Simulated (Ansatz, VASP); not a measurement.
**Y11Al5Si14O52 (amorphous 64SiO2-25Y2O3-11Al2O3 (mol %)) in two plane-wave programs**

Aim: how closely do two programs agree when they are given the same cell, functional and k mesh? The structure shown is the start of the Ansatz relaxation below; VASP solves that cell, so the two are compared at the walk's first step.

Main program and level: Ansatz 0.2.0; plane waves, with VASP 6.6.1 beside it; PBE.

## Step 1: The starting structure

The cell holds 164 atoms: 28 Si, 22 Y, 10 Al and 104 O. Cell: a = 13.147 Å, b = 13.348 Å, c = 13.575 Å, α = 90.1°, β = 92.0°, γ = 90.6°. As first built, before any earlier steps moved the atoms or strained the cell (in the runner's words): 164 atoms (28 Si, 22 Er, 10 Al, 104 O) placed at random at 4.5 g/cm^3, melted at 5000 K for 10 ps at fixed volume with the Morse and Coulomb pair potential with partial charges (Pedone, Malavasi, Menziani, Cormack and Segre, J. Phys. Chem. B 110, 11780 (2006)). Quenched from 5000 K to 300 K at 300 K/ps and fixed volume, held 10 ps at zero pressure, then minimised at fixed cell. Then Er was replaced by Y and the cell scaled by 1.01 (the potential has no terms for the new elements, so the cell is a start for a DFT relaxation).

## Step 2: Ansatz: relaxation, PBE

Ansatz runs on its PAW soft_1 files.

The two programs are compared at the cell with which this relaxation starts, whose forces are those of its first step.

Contents of input.yaml:

```yaml
crystal:
  lattice:
    - [13.14499, -0.07194, -0.23137]
    - [-0.07194, 13.34757, -0.0122]
    - [-0.23137, -0.0122, 13.57272]
  atoms:
    - { symbol: Si, position: [0.47864, 0.7139, 0.30914] }
    - { symbol: Si, position: [0.35384, 0.51487, 0.25293] }
    - { symbol: Si, position: [0.56698, 0.28625, 0.83759] }
    - { symbol: Si, position: [0.52941, 0.5762, 0.48643] }
    - { symbol: Si, position: [0.30363, 0.54322, 0.02061] }
    - { symbol: Si, position: [0.00887, 0.90419, 0.44615] }
    - { symbol: Si, position: [0.45835, 0.09044, 0.93883] }
    - { symbol: Si, position: [0.74225, 0.95088, 0.88113] }
    - { symbol: Si, position: [0.75551, 0.76281, 0.75745] }
    - { symbol: Si, position: [0.32303, 0.25225, 0.47836] }
    - { symbol: Si, position: [0.77111, 0.16639, 0.8155] }
    - { symbol: Si, position: [0.48333, 0.12833, 0.44734] }
    - { symbol: Si, position: [0.30362, 0.49121, 0.51975] }
    - { symbol: Si, position: [0.20912, 0.79518, 0.23938] }
    - { symbol: Si, position: [0.80039, 0.45846, 0.69665] }
    - { symbol: Si, position: [0.17788, 0.6045, 0.36839] }
    - { symbol: Si, position: [0.47115, 0.93845, 0.32986] }
    - { symbol: Si, position: [0.00436, 0.33844, 0.53341] }
    - { symbol: Si, position: [0.88794, 0.66915, 0.60475] }
    - { symbol: Si, position: [0.87523, 0.72613, 0.37232] }
    - { symbol: Si, position: [0.63473, 0.62978, 0.06034] }
    - { symbol: Si, position: [0.27111, 0.24816, 0.09192] }
    - { symbol: Si, position: [0.29241, 0.71693, 0.77342] }
    - { symbol: Si, position: [0.76136, 0.31634, 0.20404] }
    - { symbol: Si, position: [0.30522, 0.19572, 0.70459] }
    - { symbol: Si, position: [0.88192, 0.28772, 0.00038] }
    - { symbol: Si, position: [0.80667, 0.99573, 0.45637] }
    - { symbol: Si, position: [0.4412, 0.00861, 0.73284] }
    - { symbol: "Y", position: [0.54795, 0.32794, 0.34363] }
    - { symbol: "Y", position: [0.70704, 0.58995, 0.27262] }
    - { symbol: "Y", position: [0.01781, 0.13789, 0.71062] }
    - { symbol: "Y", position: [0.49021, 0.40305, 0.07438] }
    - { symbol: "Y", position: [0.08791, 0.10796, 0.04831] }
    - { symbol: "Y", position: [0.93497, 0.47987, 0.33924] }
    - { symbol: "Y", position: [0.89988, 0.56195, 0.90743] }
    - { symbol: "Y", position: [0.21587, 0.97069, 0.84472] }
    - { symbol: "Y", position: [0.18755, 0.7638, 0.01183] }
    - { symbol: "Y", position: [0.58663, 0.28527, 0.6064] }
    - { symbol: "Y", position: [0.33019, 0.97702, 0.10278] }
    - { symbol: "Y", position: [0.93462, 0.09036, 0.28016] }
    - { symbol: "Y", position: [0.95447, 0.71341, 0.13389] }
    - { symbol: "Y", position: [0.71457, 0.85833, 0.22176] }
    - { symbol: "Y", position: [0.20636, 0.06579, 0.3252] }
    - { symbol: "Y", position: [0.05752, 0.42639, 0.06911] }
    - { symbol: "Y", position: [0.37206, 0.44963, 0.7879] }
    - { symbol: "Y", position: [0.95374, 0.8461, 0.85883] }
    - { symbol: "Y", position: [0.51215, 0.82664, 0.89446] }
    - { symbol: "Y", position: [0.59964, 0.09932, 0.18264] }
    - { symbol: "Y", position: [0.1362, 0.56843, 0.6788] }
    - { symbol: "Y", position: [0.13791, 0.323, 0.29689] }
    - { symbol: Al, position: [0.84862, 0.97205, 0.0819] }
    - { symbol: Al, position: [0.72585, 0.43342, 0.4884] }
    - { symbol: Al, position: [0.17841, 0.21507, 0.85502] }
    - { symbol: Al, position: [0.63488, 0.50725, 0.86377] }
    - { symbol: Al, position: [0.53126, 0.65896, 0.71443] }
    - { symbol: Al, position: [0.4306, 0.74791, 0.0936] }
    - { symbol: Al, position: [0.80644, 0.2442, 0.42891] }
    - { symbol: Al, position: [0.58907, 0.99364, 0.55416] }
    - { symbol: Al, position: [0.09662, 0.81109, 0.64823] }
    - { symbol: Al, position: [0.00901, 0.39066, 0.75151] }
    - { symbol: O, position: [0.18622, 0.93531, 0.01105] }
    - { symbol: O, position: [0.83205, 0.12023, 0.46164] }
    - { symbol: O, position: [0.58991, 0.53585, 0.13224] }
    - { symbol: O, position: [0.65984, 0.88541, 0.93977] }
    - { symbol: O, position: [0.28685, 0.24764, 0.5962] }
    - { symbol: O, position: [0.43842, 0.42836, 0.2793] }
    - { symbol: O, position: [0.85514, 0.95903, 0.94636] }
    - { symbol: O, position: [0.01191, 0.40852, 0.21889] }
    - { symbol: O, position: [0.20918, 0.7335, 0.67513] }
    - { symbol: O, position: [0.53932, 0.69995, 0.01273] }
    - { symbol: O, position: [0.41535, 0.13101, 0.70789] }
    - { symbol: O, position: [0.57434, 0.13003, 0.54379] }
    - { symbol: O, position: [0.73307, 0.01924, 0.13392] }
    - { symbol: O, position: [0.87639, 0.36834, 0.73092] }
    - { symbol: O, position: [0.24709, 0.22538, 0.38002] }
    - { symbol: O, position: [0.37788, 0.99952, 0.27371] }
    - { symbol: O, position: [0.4235, 0.86303, 0.02158] }
    - { symbol: O, position: [0.04881, 0.00457, 0.38529] }
    - { symbol: O, position: [0.51, 0.20204, 0.90591] }
    - { symbol: O, position: [0.25586, 0.79391, 0.86096] }
    - { symbol: O, position: [0.56006, 0.63431, 0.58981] }
    - { symbol: O, position: [0.07107, 0.28019, 0.79354] }
    - { symbol: O, position: [0.52749, 0.74602, 0.20308] }
    - { symbol: O, position: [0.85993, 0.55075, 0.6356] }
    - { symbol: O, position: [0.52632, 0.54538, 0.78745] }
    - { symbol: O, position: [0.96492, 0.81577, 0.36318] }
    - { symbol: O, position: [0.84242, 0.71233, 0.83492] }
    - { symbol: O, position: [0.70874, 0.95849, 0.51931] }
    - { symbol: O, position: [0.46, 0.27119, 0.47879] }
    - { symbol: O, position: [0.53025, 0.96083, 0.66404] }
    - { symbol: O, position: [0.39481, 0.2728, 0.09454] }
    - { symbol: O, position: [0.03368, 0.51381, 0.80251] }
    - { symbol: O, position: [0.24609, 0.13021, 0.13831] }
    - { symbol: O, position: [0.20607, 0.12408, 0.73718] }
    - { symbol: O, position: [0.80334, 0.97457, 0.33488] }
    - { symbol: O, position: [0.90754, 0.93857, 0.51101] }
    - { symbol: O, position: [0.57297, 0.95063, 0.26062] }
    - { symbol: O, position: [0.38012, 0.47083, 0.95304] }
    - { symbol: O, position: [0.77502, 0.43455, 0.23541] }
    - { symbol: O, position: [0.07022, 0.89561, 0.74988] }
    - { symbol: O, position: [0.58498, 0.46531, 0.46846] }
    - { symbol: O, position: [0.89513, 0.6783, 0.48488] }
    - { symbol: O, position: [0.09425, 0.09719, 0.88203] }
    - { symbol: O, position: [0.63479, 0.2829, 0.20055] }
    - { symbol: O, position: [0.71937, 0.69013, 0.13416] }
    - { symbol: O, position: [0.18772, 0.91412, 0.2582] }
    - { symbol: O, position: [0.82111, 0.2424, 0.29332] }
    - { symbol: O, position: [0.00477, 0.69995, 0.65419] }
    - { symbol: O, position: [0.3124, 0.79878, 0.16486] }
    - { symbol: O, position: [0.02056, 0.75865, 0.97065] }
    - { symbol: O, position: [0.95868, 0.57166, 0.05606] }
    - { symbol: O, position: [0.77951, 0.8871, 0.77905] }
    - { symbol: O, position: [0.88319, 0.64187, 0.27848] }
    - { symbol: O, position: [0.33351, 0.07462, 0.93475] }
    - { symbol: O, position: [0.74978, 0.50623, 0.79594] }
    - { symbol: O, position: [0.30034, 0.38246, 0.46394] }
    - { symbol: O, position: [0.40541, 0.55562, 0.48398] }
    - { symbol: O, position: [0.44655, 0.81912, 0.36512] }
    - { symbol: O, position: [0.99596, 0.2502, 0.0386] }
    - { symbol: O, position: [0.50184, 0.99247, 0.44177] }
    - { symbol: O, position: [0.90576, 0.40156, 0.95847] }
    - { symbol: O, position: [0.33825, 0.94157, 0.73855] }
    - { symbol: O, position: [0.55935, 0.64589, 0.38402] }
    - { symbol: O, position: [0.68536, 0.3022, 0.45238] }
    - { symbol: O, position: [0.7538, 0.75658, 0.349] }
    - { symbol: O, position: [0.29276, 0.48263, 0.64066] }
    - { symbol: O, position: [0.05264, 0.37492, 0.42847] }
    - { symbol: O, position: [0.80259, 0.28471, 0.09507] }
    - { symbol: O, position: [0.38927, 0.63134, 0.27868] }
    - { symbol: O, position: [0.20878, 0.57132, 0.48766] }
    - { symbol: O, position: [0.66931, 0.24145, 0.77586] }
    - { symbol: O, position: [0.63284, 0.73653, 0.77095] }
    - { symbol: O, position: [0.04594, 0.42094, 0.62235] }
    - { symbol: O, position: [0.7946, 0.74137, 0.64384] }
    - { symbol: O, position: [0.21947, 0.72006, 0.33986] }
    - { symbol: O, position: [0.33678, 0.66393, 0.02415] }
    - { symbol: O, position: [0.5291, 0.15987, 0.3367] }
    - { symbol: O, position: [0.87532, 0.34725, 0.49373] }
    - { symbol: O, position: [0.26776, 0.59541, 0.79801] }
    - { symbol: O, position: [0.50066, 0.33253, 0.7404] }
    - { symbol: O, position: [0.09349, 0.86116, 0.52788] }
    - { symbol: O, position: [0.18081, 0.53164, 0.00993] }
    - { symbol: O, position: [0.07992, 0.16624, 0.26416] }
    - { symbol: O, position: [0.95506, 0.04444, 0.12507] }
    - { symbol: O, position: [0.70851, 0.41376, 0.62015] }
    - { symbol: O, position: [0.0573, 0.59071, 0.35518] }
    - { symbol: O, position: [0.4961, 0.06771, 0.05487] }
    - { symbol: O, position: [0.69078, 0.57767, 0.96402] }
    - { symbol: O, position: [0.85415, 0.14026, 0.73369] }
    - { symbol: O, position: [0.59252, 0.38395, 0.91427] }
    - { symbol: O, position: [0.23719, 0.51194, 0.29987] }
    - { symbol: O, position: [0.70627, 0.06413, 0.84828] }
    - { symbol: O, position: [0.77752, 0.52186, 0.41085] }
    - { symbol: O, position: [0.20726, 0.24507, 0.98197] }
    - { symbol: O, position: [0.02197, 0.22459, 0.57602] }
    - { symbol: O, position: [0.1192, 0.74185, 0.16497] }
    - { symbol: O, position: [0.4975, 0.00691, 0.85117] }
    - { symbol: O, position: [0.29487, 0.28386, 0.79396] }
    - { symbol: O, position: [0.42003, 0.72892, 0.75591] }
    - { symbol: O, position: [0.82052, 0.21603, 0.91753] }
    - { symbol: O, position: [0.35161, 0.5002, 0.13069] }
    - { symbol: O, position: [0.20549, 0.33564, 0.14946] }
    - { symbol: O, position: [0.85724, 0.85044, 0.13524] }
    - { symbol: O, position: [0.36029, 0.11822, 0.47173] }
kpoints:
  mp_grid: { grid: [1, 1, 1] }
hamiltonian:
  xc: pbe
  pseudopotentials: { kind: paw, azcp: { folder: soft_1 } }
scf:
  occupations: { method: fixed }
output:
  forces: true
  eigenvalues: true
  stress: true
relax:
  f_tol: 0.05
  max_steps: 70
```

Run with:

```console
> ansatz run input.yaml --threads 4 --pin off --max-ram 8192MiB --backend cpu --events-out ev --progress --plain --runs-dir out
```

Numbers of over 12 decimals in the logs are rounded to 6 here.

Output:

```text
Warning: output.stress: scf.convergence.dr2_threshold = 1e-7 eV (the SCF's general default) is looser than the 1.08e-8 eV advised for a printed stress (1e-10 eV for each atom of the cell: 164, of which 108 are counted). What an SCF threshold leaves in a stress goes as its square root, and in the free energy as the threshold itself, and one threshold admits the most on a small cell: [figures from the program's tests c [...]
Engine: ansatz 0.2.0, x86_64-unknown-linux-gnu
Pseudopotentials: kind: paw
Pseudopotential: Si, paw, valence charge 4, recommended cutoff 420 eV (normal), soft_1/Si.paw.azcp
Pseudopotential: Y, paw, valence charge 11, recommended cutoff 420 eV (normal), soft_1/Y.paw.azcp
Pseudopotential: Al, paw, valence charge 3, recommended cutoff 420 eV (normal), soft_1/Al.paw.azcp
Pseudopotential: O, paw, valence charge 6, recommended cutoff 420 eV (normal), soft_1/O.paw.azcp
Functional definition: PBE
  parameter kappa = 0.804
  parameter beta = 0.066725
  exchange = pbe_x(kappa = kappa, mu = beta*pi^2/3)
  correlation = pbe_c(beta = beta)
Crystal: 164 atoms, lattice volume = 2380.596 Å³
Basis set: ecut = 420 eV, 46495 PW (Γ), exchange–correlation on 180×180×192 points (8 copies of the dense FFT grid, shifted against one another)
Bands: 668, of which v1, the nominal top of the filled ones, is band 504 counted from 1 (503 counted from 0)
Symmetry: 1 space group operations
Space group: P1 (ITA 1), of the structure as read, at distance tolerance 1.3e-4 Å
k-points: 1
Non-local potential: Si, projectors of the file, l = 0: 2, l = 1: 2, l = 2: 1
Non-local potential: Y, projectors of the file, l = 0: 3, l = 1: 2, l = 2: 2, l = 3: 1
Non-local potential: Al, projectors of the file, l = 0: 2, l = 1: 2, l = 2: 1
Non-local potential: O, projectors of the file, l = 0: 2, l = 1: 2, l = 2: 1
PAW form: soft (Blöchl's): semilocal exchange-correlation on the pseudo side does not see the compensation charge
PAW one-centre angular grid: Si, 110 points (default); XC on 64 Gauss nodes
PAW one-centre angular grid: Y, 590 points (default); XC on 64 Gauss nodes
PAW one-centre angular grid: Al, 110 points (default); XC on 64 Gauss nodes
PAW one-centre angular grid: O, 110 points (default); XC on 64 Gauss nodes
Initial density: superposition of atomic densities (chi_scale 0.1, normalization cell, long waves 73 % of neutral atoms (reshape's long-wave potential 1.73 eV rms, cloud 2.56 Å wide))
Initial wavefunctions: pseudopotential atomic-orbital guess
Functional: x = pbe(κ = 0.804, μ = 0.219515), c = pbe(β = 0.066725)
SCF iter   1: F=—  HF=-167156.344605 eV  |F-HF|=—  |Δ(HF+E_count)|=         —  Δρ=8.00e-2  dr2=2.20e2  ethr=3.10e-3  ⟨swp⟩=5.0  Hψ=2208  notcnv=0  defer=161
preconditioner: auto → Resta (q_TF=auto, 2.364 Å⁻¹)  ε∞=4.1  [insulator: Δε(μ)=2.211 eV  Ē_g=12.526 eV  n_scr=512 (ndim 8)  ℏωp=22.0 eV  f_vac=0.042  ε∞_Penn≈4.1]
SCF iter   2: F=—  HF=-167105.133326 eV  |F-HF|=—  |Δ(HF+E_count)|=    5.12e1  Δρ=3.83e-2  dr2=4.51e1  ethr=3.10e-3  ⟨swp⟩=3.0  Hψ=1220  notcnv=0  defer=159
SCF iter   3: F=—  HF=-167096.076691 eV  |F-HF|=—  |Δ(HF+E_count)|=    9.06e0  Δρ=1.64e-2  dr2=1.10e1  ethr=3.10e-3  ⟨swp⟩=4.0  Hψ=1288  notcnv=0  defer=157
SCF iter   4: F=—  HF=-167094.336683 eV  |F-HF|=—  |Δ(HF+E_count)|=    1.74e0  Δρ=6.71e-3  dr2=9.98e-1  ethr=1.09e-3  ⟨swp⟩=3.0  Hψ=843  notcnv=0  defer=162
SCF iter   5: F=—  HF=-167094.472452 eV  |F-HF|=—  |Δ(HF+E_count)|=   1.36e-1  Δρ=3.94e-3  dr2=3.74e-1  ethr=9.90e-5  ⟨swp⟩=2.0  Hψ=1096  notcnv=0  defer=162
SCF iter   6: F=—  HF=-167094.496402 eV  |F-HF|=—  |Δ(HF+E_count)|=   2.40e-2  Δρ=9.97e-4  dr2=2.84e-2  ethr=3.71e-5  ⟨swp⟩=3.0  Hψ=836  notcnv=0  defer=162
SCF iter   7: F=—  HF=-167094.524369 eV  |F-HF|=—  |Δ(HF+E_count)|=   2.80e-2  Δρ=8.89e-4  dr2=1.61e-2  ethr=2.81e-6  ⟨swp⟩=3.0  Hψ=1107  notcnv=0  defer=162
SCF iter   8: F=—  HF=-167094.525343 eV  |F-HF|=—  |Δ(HF+E_count)|=   9.75e-4  Δρ=1.61e-4  dr2=8.24e-4  ethr=1.60e-6  ⟨swp⟩=2.0  Hψ=837  notcnv=0  defer=162
[...]
- { symbol: Al, position: [0.583446, 1.000996, 0.548833] }
    - { symbol: Al, position: [0.092271, 0.807973, 0.653437] }
    - { symbol: Al, position: [0.011332, 0.393585, 0.743339] }
    - { symbol: O, position: [0.193249, 0.943047, 0.010122] }
    - { symbol: O, position: [0.827360, 0.123261, 0.457283] }
    - { symbol: O, position: [0.585903, 0.534106, 0.130539] }
    - { symbol: O, position: [0.655232, 0.887977, 0.937465] }
    - { symbol: O, position: [0.293744, 0.242046, 0.594096] }
    - { symbol: O, position: [0.441170, 0.428927, 0.278527] }
    - { symbol: O, position: [0.852565, 0.950344, 0.951195] }
    - { symbol: O, position: [0.014792, 0.409881, 0.217638] }
    - { symbol: O, position: [0.206438, 0.734134, 0.680236] }
    - { symbol: O, position: [0.534253, 0.701156, 0.016863] }
    - { symbol: O, position: [0.412481, 0.131673, 0.711283] }
    - { symbol: O, position: [0.567875, 0.135108, 0.536744] }
    - { symbol: O, position: [0.738247, 0.015303, 0.136712] }
    - { symbol: O, position: [0.878804, 0.380070, 0.737709] }
    - { symbol: O, position: [0.237117, 0.225080, 0.386496] }
    - { symbol: O, position: [0.384648, 0.996946, 0.264481] }
    - { symbol: O, position: [0.421404, 0.862195, 0.024996] }
    - { symbol: O, position: [0.043054, 0.000159823, 0.388449] }
    - { symbol: O, position: [0.509288, 0.202663, 0.900400] }
    - { symbol: O, position: [0.258453, 0.793171, 0.863144] }
    - { symbol: O, position: [0.553451, 0.634935, 0.591202] }
    - { symbol: O, position: [0.072628, 0.285500, 0.789832] }
    - { symbol: O, position: [0.520973, 0.742305, 0.203857] }
    - { symbol: O, position: [0.854738, 0.552298, 0.637481] }
[...]
- { symbol: O, position: [0.500664, 0.0093264, 0.847995] }
    - { symbol: O, position: [0.295708, 0.287871, 0.788899] }
    - { symbol: O, position: [0.419757, 0.729925, 0.758837] }
    - { symbol: O, position: [0.819434, 0.216104, 0.924155] }
    - { symbol: O, position: [0.352845, 0.503023, 0.132972] }
    - { symbol: O, position: [0.198389, 0.329719, 0.146660] }
    - { symbol: O, position: [0.858686, 0.847973, 0.139722] }
    - { symbol: O, position: [0.360595, 0.121521, 0.460922] }
```

(Part 1 of 2 ends here.)

[Lines on the potential files, build, host, timing and source positions are cut from VASP's logs without a mark.]

[Logs are printed without paths, hosts, clocks, repeated set-up lines and the standing remarks that a program may print on its own settings, such as how far it seeks lower states.]

[Hosts, paths, dates, database ids (printed as entryN), source tags and the programs' standing remarks are cut or masked in the printed files.]
